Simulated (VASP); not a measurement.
Given:

```yaml
crystal:
  lattice:
    - [-1.57862, 1.57862, 1.57862]
    - [1.57862, -1.57862, 1.57862]
    - [1.57862, 1.57862, -1.57862]
  atoms:
    - { symbol: W, position: [0.00000, 0.00000, 0.00000] }
```

All values below come from PBEsol GGA with spin-orbit coupling, VASP's PBE PAW potentials (set 64) (plane waves; VASP). Settings: 400 eV cut-off, 15×15×15 Γ-centred mesh, Gaussian smearing of 0.050 eV, potentials W_sv.

**Question.** Give the energies of bands 9 to 20 at the high-symmetry points, in eV from the Fermi level.

**Answer.** 
```json
[
 {"band": "9", "Γ": "-9.67", "H": "-5.90", "N": "-6.32", "P": "-3.32"},
 {"band": "10", "Γ": "-9.67", "H": "-5.90", "N": "-6.32", "P": "-3.32"},
 {"band": "11", "Γ": "-1.43", "H": "-5.90", "N": "-3.61", "P": "-2.77"},
 {"band": "12", "Γ": "-1.43", "H": "-5.90", "N": "-3.61", "P": "-2.77"},
 {"band": "13", "Γ": "-1.43", "H": "5.00", "N": "0.79", "P": "-2.77"},
 {"band": "14", "Γ": "-1.43", "H": "5.00", "N": "0.79", "P": "-2.77"},
 {"band": "15", "Γ": "-0.92", "H": "5.00", "N": "2.14", "P": "3.33"},
 {"band": "16", "Γ": "-0.92", "H": "5.00", "N": "2.14", "P": "3.33"},
 {"band": "17", "Γ": "2.31", "H": "5.72", "N": "3.16", "P": "3.33"},
 {"band": "18", "Γ": "2.31", "H": "5.72", "N": "3.16", "P": "3.33"},
 {"band": "19", "Γ": "2.31", "H": "6.94", "N": "6.26", "P": "6.67"},
 {"band": "20", "Γ": "2.31", "H": "6.94", "N": "6.26", "P": "6.67"}
]
```

It has no gap at this level: it comes out as a metal or semimetal.

The structure comes from a measured W entry (Im-3m) of the Crystallography Open Database, whose conditions weren't checked. It was relaxed first.
